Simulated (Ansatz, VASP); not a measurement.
# P: VASP beside Ansatz

Aim: how closely do two programs agree when they are given the same cell, functional and k mesh? The cell is taken from a series of runs on this material, whose earlier steps may have relaxed, scaled, displaced or heated it; both programs get it as it stands.

Main program and level: Ansatz 0.2.0; plane waves, with VASP 6.6.1 beside it; relaxation of cell and atoms at LDA.

## Step 1: The starting structure

Symmetry: Cmce, No. 64, orthorhombic system. The conventional cell has a = 3.310 Å, b = 10.169 Å, c = 4.129 Å, α = 90.00°, β = 90.00°, γ = 90.00°. Nearest to P lie 3 P at 2.22 to 2.24 Å.

## Step 2: VASP: relaxation of cell and atoms, LDA, pair 1

The relaxed volume is the usual yardstick between codes: in a stiff, nearly cubic crystal its relative difference is about their pressure difference at one cell divided by the bulk modulus.

Lines of VASP's logs that name or quote its potential files are left out, and so is its time.

Contents of INCAR:

```
SYSTEM = P
PREC = Accurate
ENCUT = 500
EDIFF = 1E-07
NELM = 120
ISMEAR = 0
SIGMA = 0.1
LREAL = .FALSE.
ALGO = Normal
GGA = CA
NBANDS = 16
LORBIT = 11
LWAVE = .FALSE.
LCHARG = .FALSE.
ISIF = 3
IBRION = 2
NSW = 80
EDIFFG = -0.005
LASPH = .TRUE.
GGA_COMPAT = .FALSE.
NELMIN = 4
KPAR = 2
```

Contents of POSCAR:

```
P
1.0
    1.6549500000     -5.0845520000      0.0000000000
    1.6549500000      5.0845520000      0.0000000000
    0.0000000000      0.0000000000      4.1292330000
P
4
Direct
    0.8935706627      0.1064293373      0.0710940749
    0.6064293373      0.3935706627      0.5710941959
    0.1064293373      0.8935706627      0.9289059251
    0.3935706627      0.6064293373      0.4289058041
```

Contents of KPOINTS:

```
Automatic mesh
0
Gamma
14 14 10
0 0 0
```

The projector-augmented-wave data sets are P (LDA family, release 64).

Launch:

```console
$ mpirun -np 2 vasp_std
```

Numbers of over 12 decimals in the logs are rounded to 6 here.

The log of the run:

```text
[banner, memory and clock lines left out]
running    2 mpi-ranks, on    1 nodes
 distrk:  each k-point on    1 cores,    2 groups
 distr:  one band on    1 cores,    1 groups

 POSCAR found type information on POSCAR P
 POSCAR found :  1 types and       4 ions
 LDA part: xc-table for (Slater(with rela. corr.)+CA(PZ))
 , standard interpolation
 POSCAR, INCAR and KPOINTS ok, starting setup
 FFT: planning ... GRIDC
 FFT: planning ... GRID_SOFT
 FFT: planning ... GRID
 WAVECAR not read
 entering main loop
       N       E                     dE             d eps       ncg     rms          rms(c)
DAV:   1     0.528711607207E+02    0.52871E+02   -0.83607E+03 10944   0.104E+03
DAV:   2    -0.212285698515E+02   -0.74100E+02   -0.71568E+02 14944   0.159E+02
DAV:   3    -0.243169420136E+02   -0.30884E+01   -0.30709E+01 14832   0.347E+01
DAV:   4    -0.243467030076E+02   -0.29761E-01   -0.29751E-01 13880   0.412E+00
DAV:   5    -0.243472188903E+02   -0.51588E-03   -0.51585E-03 15024   0.497E-01    0.107E+01
DAV:   6    -0.241855123689E+02    0.16171E+00   -0.87096E-02 13032   0.165E+00    0.625E+00
DAV:   7    -0.241167872320E+02    0.68725E-01   -0.13651E-01 14096   0.205E+00    0.335E-01
DAV:   8    -0.241158199960E+02    0.96724E-03   -0.13237E-02 12888   0.738E-01    0.176E-01
DAV:   9    -0.241158240113E+02   -0.40154E-05   -0.62470E-04 14864   0.159E-01    0.832E-02
DAV:  10    -0.241158091946E+02    0.14817E-04   -0.10104E-04 13680   0.549E-02    0.360E-02
DAV:  11    -0.241158087064E+02    0.48823E-06   -0.98371E-06 13768   0.215E-02    0.100E-02
DAV:  12    -0.241158087255E+02   -0.19158E-07   -0.54538E-07 13920   0.464E-03
   1 F= -.24115809E+02 E0= -.24115393E+02  d E =-.241158E+02
[... from here on, the cycles between the ionic steps are left out ...]
   2 F= -.24115898E+02 E0= -.24115501E+02  d E =-.892895E-04
   3 F= -.24116129E+02 E0= -.24115724E+02  d E =-.320751E-03
   4 F= -.24116148E+02 E0= -.24115750E+02  d E =-.188587E-04
   5 F= -.24116170E+02 E0= -.24115786E+02  d E =-.401085E-04
   6 F= -.24116181E+02 E0= -.24115798E+02  d E =-.110875E-04
   7 F= -.24116200E+02 E0= -.24115820E+02  d E =-.307580E-04
   8 F= -.24116202E+02 E0= -.24115823E+02  d E =-.329100E-04
 curvature:  -2.30 expect dE=-0.621E-04 dE for cont linesearch -0.795E-08
 trial: gam= 0.63644 g(F)=  0.144E-04 g(S)=  0.126E-04 ort =-0.630E-06 (trialstep = 0.567E+00)
 search vector abs. value=  0.727E-04
 bond charge predicted
       N       E                     dE             d eps       ncg     rms          rms(c)
DAV:   1    -0.241162191946E+02   -0.16694E-04   -0.62421E-04 11640   0.125E-01    0.151E-02
DAV:   2    -0.241162159369E+02    0.32578E-05   -0.29071E-05 15184   0.351E-02    0.744E-03
DAV:   3    -0.241162141428E+02    0.17941E-05   -0.40639E-06 13656   0.112E-02    0.333E-03
DAV:   4    -0.241162140518E+02    0.90977E-07   -0.68799E-07 13928   0.472E-03
   9 F= -.24116214E+02 E0= -.24115836E+02  d E =-.115568E-04
 trial-energy change:   -0.000012  1 .order   -0.000012   -0.000015   -0.000008
 step:   1.2023(harm=  1.2023)  dis= 0.00037  next Energy=   -24.116218 (dE=-0.160E-04)
 reached required accuracy - stopping structural energy minimisation
```

Parts of OUTCAR (step 2):

```text
ion  position               nearest neighbor table
   1  0.894  0.106  0.071-   4 2.22   4 2.22   3 2.24
   2  0.606  0.394  0.571-   3 2.22   3 2.22   4 2.24
   3  0.106  0.894  0.929-   2 2.22   2 2.22   1 2.24
   4  0.394  0.606  0.429-   1 2.22   1 2.22   2 2.24

  LATTYP: Found a base centered orthorhombic cell.
 ALAT       =     3.3099000000
 B/A-ratio  =     3.0723296776
 C/A-ratio  =     1.2475401070

 Subroutine GETGRP returns: Found  8 space group operations
 (whereof  4 operations were pure point group operations)

The static configuration has the point symmetry C_2h.
 The point group associated with its full space group is D_2h.

 Found    342 irreducible k-points:

   k-points           NKPTS =    342   k-points in BZ     NKDIM =    342   number of bands    NBANDS=     16

   dimension x,y,z NGX =    40 NGY =   40 NGZ =   30
   dimension x,y,z NGXF=    80 NGYF=   80 NGZF=   60

   ENCUT  =  500.0 eV  36.75 Ry    6.06 a.u.   9.75  9.75  7.53*2*pi/ulx,y,z

   NELECT =      20.0000    total number of electrons

 k-points in reciprocal lattice and weights: Automatic mesh
   0.00000000  0.00000000  0.00000000       0.001
   0.07142857  0.00000000  0.00000000       0.002
   0.14285714  0.00000000  0.00000000       0.002
   0.21428571  0.00000000  0.00000000       0.002
   0.28571429  0.00000000  0.00000000       0.002
   0.35714286  0.00000000  0.00000000       0.002
   0.42857143  0.00000000  0.00000000       0.002
   0.50000000  0.00000000  0.00000000       0.001
   0.07142857  0.07142857  0.00000000       0.001
[...]
-0.42857143  0.42857143  0.50000000       0.001
   0.50000000  0.50000000  0.50000000       0.001

 average (electrostatic) potential at core
       1 -83.0155       2 -83.0155       3 -83.0155       4 -83.0155

 E-fermi :   7.4800

 k-point     1 :       0.0000    0.0000    0.0000
  band No.  band energies     occupation
    ...
      6       3.3684      2.00000
      7       3.3793      2.00000
      8       4.5799      2.00000
      9       4.8194      2.00000
     10       6.1251      2.00000
     11       8.4824      0.00000
     12       8.6715      0.00000
     13       9.3497      0.00000
     14      10.9888      0.00000
     15      13.0151      0.00000
    ...

 k-point     2 :       0.0714    0.0000    0.0000
  band No.  band energies     occupation
    ...
      6       3.0015      2.00000
      7       3.1043      2.00000
      8       4.6070      2.00000
      9       4.7382      2.00000
     10       6.2350      2.00000
     11       8.5544      0.00000
     12       9.1101      0.00000
     13       9.8539      0.00000
     14      10.6408      0.00000
     15      12.6291      0.00000
    ...

 k-point     3 :       0.1429    0.0000    0.0000
  band No.  band energies     occupation
    ...
      6       2.5128      2.00000
      7       2.5480      2.00000
      8       4.6561      2.00000
      9       4.6851      2.00000
     10       6.4019      2.00000
     11       8.7491      0.00000
     12       9.8655      0.00000
     13      10.2401      0.00000
     14      10.8959      0.00000
     15      11.6707      0.00000
    ...

  Total       -0.0124557     -0.0041711      0.0103599      0.0000000     -0.0000000      0.0000000
  in kB       -0.2871393     -0.0961556      0.2388260      0.0000000     -0.0000000      0.0000000
  external PRESSURE =      -0.0481563 kB  Pullay stress =       0.0000000 kB

  energy-cutoff  :      500.00
  volume of cell :       69.50
      direct lattice vectors                 reciprocal lattice vectors
     1.652792828 -5.080877876 -0.000000000     0.302518254 -0.098408191  0.000000000
     1.652792828  5.080877876  0.000000000     0.302518254  0.098408191 -0.000000000
     0.000000000  0.000000000  4.138066098     0.000000000 -0.000000000  0.241658779

 POSITION                                       TOTAL-FORCE (eV/Angst)
 -----------------------------------------------------------------------------------
      1.65279     -4.00152      0.29747         0.000000     -0.002300     -0.004344
      1.65279     -1.07936      2.36650         0.000000      0.002300     -0.004344
      1.65279      4.00152      3.84060         0.000000      0.002300      0.004344
      1.65279      1.07936      1.77157         0.000000     -0.002300      0.004344
 -----------------------------------------------------------------------------------
    total drift:                                0.000000      0.000034     -0.000229

  FREE ENERGIE OF THE ION-ELECTRON SYSTEM (eV)
  ---------------------------------------------------
  free  energy   TOTEN  =       -24.1162140518 eV

  energy  without entropy=      -24.1154587447  energy(sigma->0) =      -24.11583640

 reached required accuracy - stopping structural energy minimisation

 total charge
# of ion       s       p       d       tot
------------------------------------------
    1        1.087   1.384   0.000   2.470
    2        1.087   1.384   0.000   2.470
    3        1.087   1.384   0.000   2.470
    4        1.087   1.384   0.000   2.470
--------------------------------------------------
tot          4.348   5.534   0.000   9.882

[... 3 further parts left out ...]
```

## Step 3: Ansatz: relaxation of cell and atoms, LDA, pair 1

Ansatz runs on its PAW soft_1 files.

The same cell, functional (in two slightly different forms), mesh and smearing now go to Ansatz, which takes its cutoff from its data sets.

Contents of input.yaml:

```yaml
crystal:
  lattice:
    - [1.6549498632, -5.0845519374, 0.0]
    - [1.6549498632, 5.0845519374, 0.0]
    - [0.0, 0.0, 4.1292330732]
  atoms:
    - { symbol: P, position: [0.8935707075, 0.1064292925, 0.0710940913] }
    - { symbol: P, position: [0.6064292925, 0.3935707075, 0.5710940913] }
    - { symbol: P, position: [0.1064292925, 0.8935707075, 0.9289059087] }
    - { symbol: P, position: [0.3935707075, 0.6064292925, 0.4289059087] }
kpoints:
  mp_grid: { grid: [14, 14, 10] }
hamiltonian:
  xc: lda
  pseudopotentials: { kind: paw, azcp: { folder: soft_1 }, xc_functional: pbe }
scf:
  occupations: { method: gaussian, width: 0.1 }
  lower_state_search: "off"
output:
  forces: true
  stress: true
  eigenvalues: true
relax:
  adjacent_minimum: "off"
  f_tol: 0.005
  max_steps: 80
  cell: { stress_tol: 0.05 }
```

Launch:

```console
$ ansatz run input.yaml --threads 8 --pin off --max-ram 16384MiB --backend cpu --events-out ev --progress --plain --runs-dir out
```

The log of the run:

```text
Engine: ansatz 0.2.0, aarch64-unknown-linux-gnu
Pseudopotentials: kind: paw
Pseudopotential: P, paw, valence charge 5, recommended cutoff 420 eV (normal), soft_1/P.paw.azcp
Functional definition: SPW92
  exchange = slater_x
  correlation = pw_c
Crystal: 4 atoms, lattice volume = 69.492 Å³
Basis set: ecut = 420 eV, 1349 PW (Γ)
Bands: 14, of which v1, the nominal top of the filled ones, is band 10 counted from 1 (9 counted from 0)
Symmetry: 8 space group operations
Space group: Cmce (ITA 64), of the structure as read, at distance tolerance 4.1e-5 Å
k-points: 342 of 1960
Non-local potential: P, projectors of the file, l = 0: 2, l = 1: 2, l = 2: 1
PAW form: soft (Blöchl's): semilocal exchange-correlation on the pseudo side does not see the compensation charge
PAW frozen core: P, regenerated for the run's functional, and the local potential with it (the file was generated under x = pbe(κ = 0.804, μ = 0.219515), c = pbe(β = 0.066725))
PAW one-centre angular grid: P, 110 points (default); XC on 64 Gauss nodes
Initial density: superposition of atomic densities (chi_scale 0.1, normalization cell)
Initial wavefunctions: pseudopotential atomic-orbital guess
Functional: x = slater, c = lda
SCF iter   1: F=—  HF=-2904.077990 eV  |F-HF|=—  |Δ(HF+E_count)|=         —  Δρ=3.95e-2  dr2=7.21e-1  ethr=3.10e-3  ⟨swp⟩=7.5  Hψ=37366  notcnv=0
preconditioner: auto → Kerker (q_TF=auto, 2.217 Å⁻¹)  [metal: Δε(μ)=0.036 eV  Ē_g=9.113 eV  σ=0.100 eV  W_gap=0.20  n_scr=12 (ndim 8)  ℏωp=19.9 eV  f_vac=0.000  D(μ)=0.11/eV (n_scr^D=0)]
SCF iter   2: F=—  HF=-2903.917883 eV  |F-HF|=—  |Δ(HF+E_count)|=   1.60e-1  Δρ=2.33e-2  dr2=2.68e-1  ethr=3.10e-3  ⟨swp⟩=1.1  Hψ=7562  notcnv=0
SCF iter   3: F=—  HF=-2903.833656 eV  |F-HF|=—  |Δ(HF+E_count)|=   8.42e-2  Δρ=1.89e-3  dr2=1.25e-3  ethr=1.34e-3  ⟨swp⟩=3.0  Hψ=9559  notcnv=0
SCF iter   4: F=—  HF=-2903.833695 eV  |F-HF|=—  |Δ(HF+E_count)|=   3.85e-5  Δρ=4.37e-4  dr2=1.58e-4  ethr=6.23e-6  ⟨swp⟩=2.4  Hψ=7461  notcnv=0
SCF iter   5: F=—  HF=-2903.833692 eV  |F-HF|=—  |Δ(HF+E_count)|=   3.37e-6  Δρ=6.80e-5  dr2=3.48e-6  ethr=7.91e-7  ⟨swp⟩=2.2  Hψ=8256  notcnv=0
SCF iter   6: F=—  HF=-2903.833691 eV  |F-HF|=—  |Δ(HF+E_count)|=   7.55e-7  Δρ=1.35e-5  dr2=1.53e-7  ethr=1.74e-8  ⟨swp⟩=2.7  Hψ=8220  notcnv=0
SCF iter   7: F=-2903.833691 eV  HF=-2903.833691 eV  |F-HF|=4.20e-9  |Δ(HF+E_count)|=   3.41e-8  Δρ=2.38e-6  dr2=7.85e-9  ethr=5.00e-10  ⟨swp⟩=7.8  Hψ=28056  notcnv=0
SCF 1 converged in 7 iterations: F = -2903.833691 eV  dr2 = 7.85e-9
  greatest PAW one-centre occupation: 0.804 electrons in one spin orbital (limit 2), on the P atom at site 3 (counted from 0), in its partial waves of l = 0
relax step   1: F+E_penalty+E_count = -2903.83369071 eV  Δ(F+E_penalty+E_count) = +0.000e0 eV  max|allowed force component| = 6.410e-3 eV/Å  Δτ_max = 0.0000 Å  P = -0.014 GPa  Ω = 69.492 Å³  (7 SCF iters, dr2 threshold 1.00e-7 eV, accepted)
[...]
relax step   2: F+E_penalty+E_count = -2903.83370741 eV  Δ(F+E_penalty+E_count) = -1.670e-5 eV  max|allowed force component| = 2.696e-3 eV/Å  Δτ_max = 0.0013 Å  P = +0.024 GPa  Ω = 69.396 Å³  energy of the carried Pulay correction = +1.422e-5 eV  (4 SCF iters, dr2 threshold 9.23e-9 eV, accepted)
[...]
relax step   3: F+E_penalty+E_count = -2903.83370822 eV  Δ(F+E_penalty+E_count) = -8.120e-7 eV  max|allowed force component| = 9.211e-4 eV/Å  Δτ_max = 0.0007 Å  P = +0.002 GPa  Ω = 69.444 Å³  energy of the carried Pulay correction = +7.126e-6 eV  (4 SCF iters, dr2 threshold 6.39e-9 eV, accepted)
[...]
relax step   4: F+E_penalty+E_count = -2903.83370105 eV  Δ(F+E_penalty+E_count) = +7.167e-6 eV  max|allowed force component| = 9.187e-4 eV/Å  Δτ_max = 0.0000 Å  P = +0.002 GPa  Ω = 69.444 Å³  stress off target by 1.14e-2 GPa  SCF on the basis re-selected at this cell (its energy is not comparable with the rows above)  (4 SCF iters)
basis re-selected at this cell: Δ(F+E_penalty+E_count) = +7.167e-6 eV, ΔP = -0.000 GPa vs the last step (what re-selecting the basis moved, of the pressure what is left beyond the Pulay correction that the steps carried, after the strain that the cell walked since its last selection, with what the two solves' SCF thresholds leave and, on support functions, any second-order correction that the steps lacked; it is no m [...]
SCF converged after 4 iterations
Free energy (F): -2903.833701 eV
Harris-Foulkes:  -2903.833701 eV  (|F-HF|=1.36e-12)
Internal energy: -2903.832854 eV  (E = F + TS)
E sigma→0 (E₀):  -2903.833278 eV
Entropy (-TS):   -0.000847 eV (-0.212 meV/atom)
Fermi energy:    8.497544 eV
--- Per-component energies (eV) ---
  E_band       = 34.357391
  E_kinetic    = 276.244296
  E_local      = -211.722118  (includes V_loc(G=0)·N_el)
  E_nonlocal   = 135.206319
  E_hartree    = 56.819050
  E_xc         = -289.416065
  E_vxc        = -245.972775  (∫ρ·V_xc dr)
  E_paw        = -2116.806567  (= ΣΔE_a)
  E_vpaw       = -33.036440  (= ΣTr[D̂ρ^β])
  E_aug_tail   = -0.000000  (compensation charges beyond the density's cutoff)
  E_ewald      = -754.627176
  E_core_change = 0.469406  (= ΣΔE_core)
  E_smearing   = -0.000847  (= −TS)
  E_closure    = -0.000000  (closes the sum)
  Σ components = -2903.833701   (vs F -2903.833701, Δ=0.00e0)
--- Forces (eV/Å), atoms counted from 1 ---
  atom   1  P      0.00000000    -0.00044634    -0.00091865
  atom   2  P      0.00000000     0.00044634    -0.00091865
  atom   3  P      0.00000000     0.00044634     0.00091865
  atom   4  P      0.00000000    -0.00044634     0.00091865
  max |Σ_I F_I| component: 0.00e0 eV/Å
--- Stress (GPa, compression-positive) ---
        0.011360       0.000000       0.000000
        0.000000      -0.005767       0.000000
        0.000000       0.000000       0.000175
  P = ⅓ Tr σ = 0.0019 GPa (0.019 kbar)
--- Band table (eV; the first three rows and the last of 342) ---
  k-point 0: bands = [... 6 lower, 4.4086, 5.6083, 5.8420, 7.1626, 9.5279, 9.6894, 10.3562, 12.0148]
  k-point 1: bands = [... 6 lower, 4.4607, 5.8484, 6.3210, 6.7582, 9.5209, 10.2134, 10.3188, 11.7383]
  k-point 2: bands = [... 6 lower, 4.6123, 5.8519, 5.9968, 7.3535, 9.7701, 10.1298, 11.0706, 11.1901]
  k-point 341: bands = [... 6 lower, 6.1005, 6.1005, 7.3065, 7.3065, 9.7716, 9.7716, 11.2561, 11.2561]
--- Relaxed structure (3 steps of the walk, 3 accepted, 1 SCFs on fresh bases) ---
  F+E_penalty+E_count = -2903.83370105 eV   max|allowed force component| = 9.187e-4 eV/Å   (the final SCF, on the basis selected at the relaxed cell)
  cell:  # Å, volume = 69.4441 Å³
    - [1.654754, -5.081538, 0.0]
    - [1.654754, 5.081538, 0.0]
    - [0.0, 0.0, 4.129302]
  atoms:
    - { symbol: P, position: [0.893516, 0.106484, 0.071025] }
    - { symbol: P, position: [0.606484, 0.393516, 0.571025] }
    - { symbol: P, position: [0.106484, 0.893516, 0.928975] }
    - { symbol: P, position: [0.393516, 0.606484, 0.428975] }
```

## Step 4: Side by side

Known differences besides the potentials themselves: the two LDA forms differ slightly; the cutoff is 420 eV in Ansatz and 500 eV in VASP; VASP's log shows a relativistic correction to its local exchange, Ansatz's none; Ansatz adds a Pulay correction to the stress that steers its cell, VASP none. Total energies have different zeros and are not compared.

Both answers:

```
                                         quantity  Ansatz   VASP  difference
                                      volume (Å³)   69.44  69.50     -0.08 %
edge a after relaxation, in the typed setting (Å)   5.344  5.343     +0.02 %
edge c after relaxation, in the typed setting (Å)   4.129  4.138     -0.21 %
```

[end of part 1 of 2]

[Lines on the potential files, build, host, timing and source positions are cut from VASP's logs without a mark.]

[Logs are printed without paths, hosts, clocks, repeated set-up lines and the standing remarks that a program may print on its own settings, such as how far it seeks lower states.]

[Hosts, paths, dates, database ids (printed as entryN), source tags and the programs' standing remarks are cut or masked in the printed files.]
